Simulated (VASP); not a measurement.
Level of theory: vdW-DF-cx, VASP's PBE PAW potentials (set 64) (plane waves; VASP 6.6.1).

The input files of a VASP run:

KPOINTS:
```
k-points along high-symmetry lines
15
Line-mode
Reciprocal
  0.000000   0.000000   0.000000 ! GAMMA
  0.500000   0.000000   0.500000 ! X

  0.500000   0.000000   0.500000 ! X
  0.625000   0.250000   0.625000 ! U

  0.375000   0.375000   0.750000 ! K
  0.000000   0.000000   0.000000 ! GAMMA

  0.000000   0.000000   0.000000 ! GAMMA
  0.500000   0.500000   0.500000 ! L

  0.500000   0.500000   0.500000 ! L
  0.500000   0.250000   0.750000 ! W

  0.500000   0.250000   0.750000 ! W
  0.500000   0.000000   0.500000 ! X
```

**POSCAR**
```
CaO
1.0
  0.0000000000   2.3930543268   2.3930543268
  2.3930543268   0.0000000000   2.3930543268
  2.3930543268   2.3930543268   0.0000000000
Ca O
1 1
Cartesian
  0.0000000000   0.0000000000   0.0000000000
  2.3930543268   2.3930543268   2.3930543268
```

### INCAR
```
SYSTEM  =  CaO
PREC  =  Accurate; ENCUT  =  520; LREAL  =  .FALSE.
LASPH  =  .TRUE.; ICHARG  =  11
EDIFF  =  1E-7; NELM  =  100; ALGO  =  Normal
ISMEAR  =  0; SIGMA  =  0.05
GGA  =  CX; LUSE_VDW  =  .TRUE.; AGGAC  =  0.0
LWAVE  =  .FALSE.; LCHARG  =  .FALSE.; LORBIT  =  11
```

POTCAR, in this order: Ca_sv O (PBE.64 set). Program: vasp_std. Read from the step before: CHGCAR.

The resulting files:

OSZICAR:
```
       N       E                     dE             d eps       ncg     rms          rms(c)
DAV:   1     0.128985734911E+03    0.12899E+03   -0.87121E+03  2160   0.136E+03
DAV:   2    -0.126194541257E+01   -0.13025E+03   -0.12315E+03  2464   0.331E+02
DAV:   3    -0.760217636110E+01   -0.63402E+01   -0.62621E+01  2768   0.722E+01
DAV:   4    -0.783213406699E+01   -0.22996E+00   -0.22962E+00  3216   0.123E+01
DAV:   5    -0.783561509870E+01   -0.34810E-02   -0.34806E-02  2688   0.136E+00
DAV:   6    -0.783571676018E+01   -0.10166E-03   -0.10166E-03  3012   0.155E-01
DAV:   7    -0.783571783455E+01   -0.10744E-05   -0.10744E-05  2796   0.183E-02
DAV:   8    -0.783571786306E+01   -0.28508E-07   -0.28489E-07  1908   0.210E-03
   1 F= -.78357179E+01 E0= -.78357179E+01  d E =-.161920E-18
```

**OUTCAR**
```
 val. band max:        2.3014031701   @ k =   0.0000   0.0000   0.0000

 cond. band min:       5.9184446252   @ k =   0.5000   0.0000   0.5000



 k-point     1 :       0.0000    0.0000    0.0000
  band No.  band energies     occupation
      1     -35.0988      2.00000
      2     -15.9421      2.00000
      3     -15.9421      2.00000
      4     -15.9421      2.00000
      5     -13.1607      2.00000
      6       2.3014      2.00000
      7       2.3014      2.00000
      8       2.3014      2.00000
      9       7.1413      0.00000
     10       8.5563      0.00000
     11       8.5563      0.00000
     12       8.5563      0.00000

 k-point     2 :       0.0357    0.0000    0.0357
  band No.  band energies     occupation
      1     -35.0970      2.00000
      2     -15.9658      2.00000
      3     -15.9451      2.00000
      4     -15.9451      2.00000
      5     -13.1319      2.00000
      6       2.2079      2.00000
      7       2.2896      2.00000
      8       2.2896      2.00000
      9       7.2234      0.00000
     10       8.5064      0.00000
     11       8.6075      0.00000
     12       8.6075      0.00000

 k-point     3 :       0.0714    0.0000    0.0714
  band No.  band energies     occupation
      1     -35.0916      2.00000
      2     -16.0312      2.00000
      3     -15.9540      2.00000
      4     -15.9540      2.00000
      5     -13.0525      2.00000
      6       1.9601      2.00000
      7       2.2565      2.00000
      8       2.2565      2.00000
      9       7.4396      0.00000
     10       8.3639      0.00000
     11       8.7570      0.00000
     12       8.7570      0.00000

 k-point     4 :       0.1071    0.0000    0.1071
  band No.  band energies     occupation
      1     -35.0829      2.00000
      2     -16.1246      2.00000
      3     -15.9684      2.00000
      4     -15.9684      2.00000
      5     -12.9411      2.00000
      6       1.6292      2.00000
      7       2.2077      2.00000
...
```

The density is held fixed in this step, so its total energy and stress have no physical meaning.

The compound is CaO in the rock salt structure. It was relaxed first.
